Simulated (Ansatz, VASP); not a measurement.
**Cross-check of SnSe between VASP and Ansatz**

One calculation is typed for both programs; each brings its own data sets. How far apart do they land? The cell is taken from a series of runs on this material, whose earlier steps may have relaxed, scaled, displaced or heated it; both programs get it as it stands.

Calculated with Ansatz 0.2.0; plane waves, with VASP 6.6.1 beside it; G0W0 gap at LDA.

## 1. The structure

The structure is orthorhombic, space group Pnma (No. 62). The conventional cell has a = 11.420 Å, b = 4.190 Å, c = 4.460 Å, α = 90.00°, β = 90.00°, γ = 90.00°. Nearest to Sn lie 5 Se at 2.69 to 3.32 Å. Nearest to Se lie 5 Sn at 2.69 to 3.32 Å. Farther neighbours and most contacts between anions are not listed.

## 2. VASP: G0W0 gap, LDA

Quasiparticle shifts depend on high empty states and on the cores, so they are the hardest test of two PAW sets.

Lines of VASP's logs that name or quote its potential files are left out, and so is its time.

The run reads the wave functions of an earlier VASP run, which isn't shown here.

INCAR reads:

```
SYSTEM = SnSe
PREC = Accurate
ENCUT = 300
ISMEAR = 0
SIGMA = 0.01
LREAL = .FALSE.
GGA = CA
NBANDS = 768
ALGO = EVGW0
NELMGW = 1
ENCUTGW = 130
NOMEGA = 64
PRECFOCK = Fast
NBANDSGW = 48
LWAVE = .FALSE.
LCHARG = .FALSE.
```

POSCAR reads:

```
SnSe
1.0
   11.4200000000      0.0000000000      0.0000000000
    0.0000000000      4.1900000000      0.0000000000
    0.0000000000      0.0000000000      4.4600000000
Sn Se
4 4
Direct
    0.1230000000      0.2500000000      0.0910000000
    0.3770000000      0.7500000000      0.5910000000
    0.6230000000      0.2500000000      0.4090000000
    0.8770000000      0.7500000000      0.9090000000
    0.3570000000      0.2500000000      0.0160000000
    0.1430000000      0.7500000000      0.5160000000
    0.8570000000      0.2500000000      0.4840000000
    0.6430000000      0.7500000000      0.9840000000
```

KPOINTS reads:

```
Automatic mesh
0
Gamma
2 4 4
0 0 0
```

The projector-augmented-wave data sets are Sn_d_GW and Se_GW (LDA family, release 64).

On the command line:

```bash
mpirun -np 16 vasp_std
```

Numbers of over 12 decimals in the logs are rounded to 6 here.

What it wrote:

```text
[banner, memory and clock lines left out]
running   16 mpi-ranks, on    1 nodes
 distrk:  each k-point on   16 cores,    1 groups
 distr:  one band on    1 cores,   16 groups

 POSCAR found type information on POSCAR SnSe
 POSCAR found :  2 types and       8 ions
|                                                                             |
|           W    W    AA    RRRRR   N    N  II  N    N   GGGG   !!!           |
|           W    W   A  A   R    R  NN   N  II  NN   N  G    G  !!!           |
|           W    W  A    A  R    R  N N  N  II  N N  N  G       !!!           |
|           W WW W  AAAAAA  RRRRR   N  N N  II  N  N N  G  GGG   !            |
|           WW  WW  A    A  R   R   N   NN  II  N   NN  G    G                |
|           W    W  A    A  R    R  N    N  II  N    N   GGGG   !!!           |
|                                                                             |
|     For optimal performance we recommend to set                             |
|       NCORE = 2 up to number-of-cores-per-socket                            |
|     NCORE specifies how many cores store one orbital (NPAR=cpu/NCORE).      |
|     This setting can greatly improve the performance of VASP for DFT.       |
|     The default, NCORE=1 might be grossly inefficient on modern             |
|     multi-core architectures or massively parallel machines. Do your        |
|     Unfortunately you need to use the default for GW and RPA                |
|     calculations (for HF NCORE is supported but not extensively tested      |
|     yet).                                                                   |
|                                                                             |

|                                                                             |
|           W    W    AA    RRRRR   N    N  II  N    N   GGGG   !!!           |
|           W    W   A  A   R    R  NN   N  II  NN   N  G    G  !!!           |
|           W    W  A    A  R    R  N N  N  II  N N  N  G       !!!           |
|           W WW W  AAAAAA  RRRRR   N  N N  II  N  N N  G  GGG   !            |
|           WW  WW  A    A  R   R   N   NN  II  N   NN  G    G                |
|           W    W  A    A  R    R  N    N  II  N    N   GGGG   !!!           |
|                                                                             |
|     The default for ENCUTGWSOFT is different in this version of VASP.       |
|     please manually set ENCUTGWSOFT =130 in the INCAR file.                 |
|                                                                             |

 LDA part: xc-table for (Slater(with rela. corr.)+CA(PZ))
 , standard interpolation
 found WAVECAR, reading the header
 POSCAR, INCAR and KPOINTS ok, starting setup
 FFT: planning ... GRIDC
 FFT: planning ... GRID_SOFT
 FFT: planning ... GRID
 reading WAVECAR
 the WAVECAR file was read successfully
 initial charge from wavefunction
 available memory per node:     34.70 GB, setting MAXMEM to     35534

 The Fermi energy was updated, please check that it is located mid-gap
 values below the HOMO (VB) or above the LUMO (CB) will cause erroneous energies
 E-fermi :   4.3115

 calculate exact exchange contribution
 the WAVEDER file was read successfully
energies w=
    0.000    0.000    0.450    0.000    0.899    0.000    1.347    0.000
    1.791    0.000    2.231    0.000    2.667    0.000    3.098    0.000
    3.524    0.000    3.944    0.000    4.358    0.000    4.767    0.000
    5.170    0.000    5.567    0.000    5.960    0.000    6.347    0.000
    6.731    0.000    7.112    0.000    7.489    0.000    7.864    0.000
    8.238    0.000    8.612    0.000    8.985    0.000    9.359    0.000
    9.736    0.000   10.115    0.000   10.498    0.000   10.886    0.000
   11.280    0.000   11.682    0.000   12.093    0.000   12.514    0.000
   12.947    0.000   13.393    0.000   13.856    0.000   14.337    0.000
   14.838    0.000   15.362    0.000   15.914    0.000   16.496    0.000
   17.113    0.000   17.769    0.000   18.472    0.000   19.228    0.000
   20.044    0.000   20.932    0.000   21.902    0.000   22.970    0.000
   24.153    0.000   25.475    0.000   26.962    0.000   28.652    0.000
   30.590    0.000   32.839    0.000   35.481    0.000   38.633    0.000
   42.457    0.000   47.195    0.000   53.214    0.000   61.112    0.000
   71.914    0.000   87.560    0.000  112.202    0.000  156.612    0.000
 responsefunction array rank=     752
 LDA part: xc-table for (Slater(with rela. corr.)+CA(PZ))
 , standard interpolation

 min. memory requirement per mpi rank    880.1 MB, per node  14082.0 MB

 allocating   4 responsefunctions rank=   752
 shmem allocating  64 responsefunctions rank=   752
 response function shared by NCSHMEM nodes    1
 Doing            4  frequencies on each core in blocks of           64
NQ=   1    0.0000    0.0000    0.0000,
|.........|.........|.........|.........|.........|.........|.........|.........
 performed       3190000 updates of chi_q(r,r)
 total number of BLAS operations      12472.16 Gflops
NQ=   2    0.5000    0.0000    0.0000,
|.........|.........|.........|.........|.........|.........|.........|.........
 performed       6380000 updates of chi_q(r,r)
 total number of BLAS operations      25485.35 Gflops
NQ=   3    0.0000    0.2500    0.0000,
|.........|.........|.........|.........|.........|.........|.........|.........
 performed      10308000 updates of chi_q(r,r)
 total number of BLAS operations      41866.45 Gflops
NQ=   4    0.5000    0.2500    0.0000,
|.........|.........|.........|.........|.........|.........|.........|.........
 performed      14236000 updates of chi_q(r,r)
 total number of BLAS operations      57976.41 Gflops
NQ=   5    0.0000    0.5000    0.0000,
|.........|.........|.........|.........|.........|.........|.........|.........
 performed      17426000 updates of chi_q(r,r)
 total number of BLAS operations      71504.93 Gflops
NQ=   6    0.5000    0.5000    0.0000,
|.........|.........|.........|.........|.........|.........|.........|.........
 performed      20616000 updates of chi_q(r,r)
 total number of BLAS operations      84445.32 Gflops
NQ=   7    0.0000    0.0000    0.2500,
|.........|.........|.........|.........|.........|.........|.........|.........
 performed      24544000 updates of chi_q(r,r)
 total number of BLAS operations     100375.79 Gflops
NQ=   8    0.5000    0.0000    0.2500,
|.........|.........|.........|.........|.........|.........|.........|.........
 performed      28472000 updates of chi_q(r,r)
 total number of BLAS operations     116485.75 Gflops
NQ=   9    0.0000    0.2500    0.2500,
|.........|.........|.........|.........|.........|.........|.........|.........
 performed      32694000 updates of chi_q(r,r)
 total number of BLAS operations     134047.96 Gflops
NQ=  10    0.5000    0.2500    0.2500,
|.........|.........|.........|.........|.........|.........|.........|.........
 performed      36916000 updates of chi_q(r,r)
 total number of BLAS operations     151464.32 Gflops
NQ=  11    0.0000    0.5000    0.2500,
|.........|.........|.........|.........|.........|.........|.........|.........
 performed      40844000 updates of chi_q(r,r)
 total number of BLAS operations     167754.79 Gflops
NQ=  12    0.5000    0.5000    0.2500,
|.........|.........|.........|.........|.........|.........|.........|.........
 performed      44772000 updates of chi_q(r,r)
 total number of BLAS operations     184226.77 Gflops
NQ=  13    0.0000    0.0000    0.5000,
|.........|.........|.........|.........|.........|.........|.........|.........
 performed      47962000 updates of chi_q(r,r)
 total number of BLAS operations     197607.03 Gflops
NQ=  14    0.5000    0.0000    0.5000,
|.........|.........|.........|.........|.........|.........|.........|.........
 performed      51152000 updates of chi_q(r,r)
 total number of BLAS operations     210987.28 Gflops
NQ=  15    0.0000    0.2500    0.5000,
|.........|.........|.........|.........|.........|.........|.........|.........
 performed      55080000 updates of chi_q(r,r)
 total number of BLAS operations     227007.38 Gflops
NQ=  16    0.5000    0.2500    0.5000,
|.........|.........|.........|.........|.........|.........|.........|.........
 performed      59008000 updates of chi_q(r,r)
 total number of BLAS operations     243479.35 Gflops
NQ=  17    0.0000    0.5000    0.5000,
|.........|.........|.........|.........|.........|.........|.........|.........
 performed      62198000 updates of chi_q(r,r)
 total number of BLAS operations     257457.54 Gflops
NQ=  18    0.5000    0.5000    0.5000,
|.........|.........|.........|.........|.........|.........|.........|.........
 performed      65388000 updates of chi_q(r,r)
 total number of BLAS operations     270986.05 Gflops
 resolving degeneracies of screened two electron integrals

 calculate QP shifts <psi_nk| G(iteration)W_0 |psi_nk>: iteration 1
 entering main loop
```

From OUTCAR (step 2):

```text
ion  position               nearest neighbor table
   1  0.123  0.250  0.091-   5 2.69   6 2.83   6 2.83
   2  0.377  0.750  0.591-   6 2.69   5 2.83   5 2.83
   3  0.623  0.250  0.409-   7 2.69   8 2.83   8 2.83
   4  0.877  0.750  0.909-   8 2.69   7 2.83   7 2.83
   5  0.357  0.250  0.016-   1 2.69   2 2.83   2 2.83
   6  0.143  0.750  0.516-   2 2.69   1 2.83   1 2.83
   7  0.857  0.250  0.484-   3 2.69   4 2.83   4 2.83
   8  0.643  0.750  0.984-   4 2.69   3 2.83   3 2.83

  LATTYP: Found a simple orthorhombic cell.
 ALAT       =     4.1900000000
 B/A-ratio  =     1.0644391408
 C/A-ratio  =     2.7255369928

 Subroutine GETGRP returns: Found  8 space group operations
 (whereof  2 operations were pure point group operations)

The static configuration has the point symmetry S_2 .
 The point group associated with its full space group is D_2h.

 Found     18 irreducible k-points:

   k-points           NKPTS =     18   k-points in BZ     NKDIM =     32   number of bands    NBANDS=    768

   dimension x,y,z NGX =    70 NGY =   24 NGZ =   28
   dimension x,y,z NGXF=   140 NGYF=   48 NGZF=   56

   ENCUT  =  300.0 eV  22.05 Ry    4.70 a.u.  16.13  5.92  6.30*2*pi/ulx,y,z

   NELECT =      80.0000    total number of electrons

  energy-cutoff  :      300.00
  volume of cell :      213.41
      direct lattice vectors                 reciprocal lattice vectors
    11.420000000  0.000000000  0.000000000     0.087565674  0.000000000  0.000000000
     0.000000000  4.190000000  0.000000000     0.000000000  0.238663484  0.000000000
     0.000000000  0.000000000  4.460000000     0.000000000  0.000000000  0.224215247

 k-points in reciprocal lattice and weights: Automatic mesh
   0.00000000  0.00000000  0.00000000       0.031
   0.50000000  0.00000000  0.00000000       0.031
   0.00000000  0.25000000  0.00000000       0.062
   0.50000000  0.25000000  0.00000000       0.062
   0.00000000  0.50000000  0.00000000       0.031
   0.50000000  0.50000000  0.00000000       0.031
   0.00000000  0.00000000  0.25000000       0.062
   0.50000000  0.00000000  0.25000000       0.062
   0.00000000  0.25000000  0.25000000       0.125
[...]
0.00000000  0.50000000  0.50000000       0.031
   0.50000000  0.50000000  0.50000000       0.031

 E-fermi :   4.3115

 QP shifts <psi_nk| G(iteration)W_0 |psi_nk>: iteration 1
 for sc-GW calculations column KS-energies equals QP-energies in previous step
 and V_xc(KS)=  KS-energies - (<T + V_ion + V_H > + <T+V_H+V_ion>^1  + <V_x>^1)
 k-point   1 :       0.0000    0.0000    0.0000
  band No.  KS-energies  QP-energies   sigma(KS)   V_xc(KS)     V^pw_x(r,r')   Z            occupation Imag(sigma)
    ...
     37       2.5954       2.3318     -12.4490     -12.0847     -14.1758       0.7235       2.0000       0.0844
     38       2.9051       2.6649     -12.0334     -11.7068     -13.1855       0.7357       2.0000       0.0819
     39       3.3432       3.0956     -12.1395     -11.8025     -13.3783       0.7347       2.0000       0.0740
     40       3.5551       3.3253     -12.2990     -11.9877     -13.4266       0.7385       2.0000       0.0714
     41       4.8376       5.0559      -9.9331     -10.2184      -6.5167       0.7655       0.0000      -0.0414
     42       7.0022       7.2966     -10.2374     -10.6325      -6.0388       0.7452       0.0000      -0.0816
     43       7.1097       7.2890      -9.3590      -9.5959      -5.1798       0.7571       0.0000      -0.0825
     44       7.1452       7.2804      -9.1439      -9.3222      -5.0213       0.7582       0.0000      -0.0837
    ...

 k-point   2 :       0.5000    0.0000    0.0000
  band No.  KS-energies  QP-energies   sigma(KS)   V_xc(KS)     V^pw_x(r,r')   Z            occupation Imag(sigma)
    ...
     37       2.3073       2.0377     -12.2529     -11.8789     -14.0587       0.7208       2.0000       0.0912
     38       2.3073       2.0377     -12.2529     -11.8789     -14.0587       0.7208       2.0000       0.0912
     39       3.4897       3.2486     -12.2985     -11.9710     -13.5063       0.7361       2.0000       0.0725
     40       3.4897       3.2486     -12.2985     -11.9710     -13.5063       0.7361       2.0000       0.0725
     41       6.7134       6.9221      -9.7715     -10.0476      -5.7711       0.7557       0.0000      -0.0744
     42       6.7134       6.9221      -9.7715     -10.0476      -5.7711       0.7557       0.0000      -0.0744
     43       6.8831       7.1172     -10.1147     -10.4257      -6.0699       0.7527       0.0000      -0.0750
     44       6.8831       7.1172     -10.1147     -10.4257      -6.0699       0.7527       0.0000      -0.0750
    ...

 k-point   3 :       0.0000    0.2500    0.0000
  band No.  KS-energies  QP-energies   sigma(KS)   V_xc(KS)     V^pw_x(r,r')   Z            occupation Imag(sigma)
    ...
     37       2.6903       2.4509     -11.8511     -11.5246     -13.1411       0.7333       2.0000       0.0796
     38       3.2460       3.0227     -11.8343     -11.5324     -12.7643       0.7398       2.0000       0.0737
     39       3.3401       3.0870     -12.3206     -11.9762     -13.5793       0.7351       2.0000       0.0745
     40       3.7682       3.6303     -12.2345     -12.0508     -12.6191       0.7505       2.0000       0.0636
     41       5.0560       5.2619      -9.9969     -10.2669      -6.7346       0.7624       0.0000      -0.0448
     42       5.2466       5.5006      -9.9945     -10.3270      -6.3868       0.7639       0.0000      -0.0466
     43       6.2937       6.5756     -10.4025     -10.7775      -6.4744       0.7519       0.0000      -0.0601
     44       6.5069       6.7560     -10.2598     -10.5927      -6.3210       0.7485       0.0000      -0.0653
    ...

 k-point   4 :       0.5000    0.2500    0.0000
  band No.  KS-energies  QP-energies   sigma(KS)   V_xc(KS)     V^pw_x(r,r')   Z            occupation Imag(sigma)
    ...
     37       2.5325       2.3016     -11.6668     -11.3517     -12.9415       0.7327       2.0000       0.0874
     38       2.5325       2.3016     -11.6668     -11.3517     -12.9415       0.7327       2.0000       0.0874
     39       3.6036       3.4042     -12.2763     -12.0079     -13.1134       0.7432       2.0000       0.0670
     40       3.6036       3.4042     -12.2763     -12.0079     -13.1134       0.7432       2.0000       0.0670
     41       5.6345       5.8586     -10.2085     -10.5047      -6.7152       0.7566       0.0000      -0.0506
     42       5.6345       5.8586     -10.2085     -10.5047      -6.7152       0.7566       0.0000      -0.0506
     43       6.4491       6.7183     -10.3029     -10.6620      -6.3340       0.7498       0.0000      -0.0635
     44       6.4491       6.7183     -10.3029     -10.6620      -6.3340       0.7498       0.0000      -0.0635
    ...

[... 4 further parts left out ...]
```

(Continued in part 2 of 2.)

[Lines on the potential files, build, host, timing and source positions are cut from VASP's logs without a mark.]

[Logs are printed without paths, hosts, clocks, repeated set-up lines and the standing remarks that a program may print on its own settings, such as how far it seeks lower states.]

[Hosts, paths, dates, database ids (printed as entryN), source tags and the programs' standing remarks are cut or masked in the printed files.]
